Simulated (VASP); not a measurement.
The system is MoS2.

```
Mo S
1.0
     3.16100    0.00000    0.00000
    -1.58050    2.73751    0.00000
     0.00000    0.00000   12.29500
Mo S
2 4
Direct
  0.33333 0.66667 0.25000
  0.66667 0.33333 0.75000
  0.66667 0.33333 0.37729
  0.66667 0.33333 0.12271
  0.33333 0.66667 0.87729
  0.33333 0.66667 0.62271
```

The cell was built by a generator and needn't be a form met in nature.

Base run:

| Item | Value |
| --- | --- |
| Program | VASP 6.6.1 |
| Functional | optB86b-vdW |
| Potentials or basis | VASP PAW PBE potentials, release 64 (Mo_sv, S) |
| Cutoff | 520 eV |
| k mesh | 8 × 8 × 2 |
| Occupations | fermi-dirac, width 0.05 eV |
| Spin | no spin polarisation |

Its results: band gap on the k mesh 0.96 eV, indirect (least direct gap 1.95 eV); pressure 1.0 GPa; largest force 0.095 eV/Å.

**Question.** The run is repeated on the same cell with these changes: functional from optB86b-vdW to PBE; dispersion from none to D4. What comes out?

**Answer.** Band gap on the k mesh 0.99 eV, indirect (least direct gap 1.96 eV); pressure -1.0 GPa; largest force 0.050 eV/Å.

Several settings changed at once, so the effect can't be laid on one alone.

Caveats: the PAW data sets were made with another functional, which shifts forces and pressure a little (some runs).

A k mesh can miss the band edges.
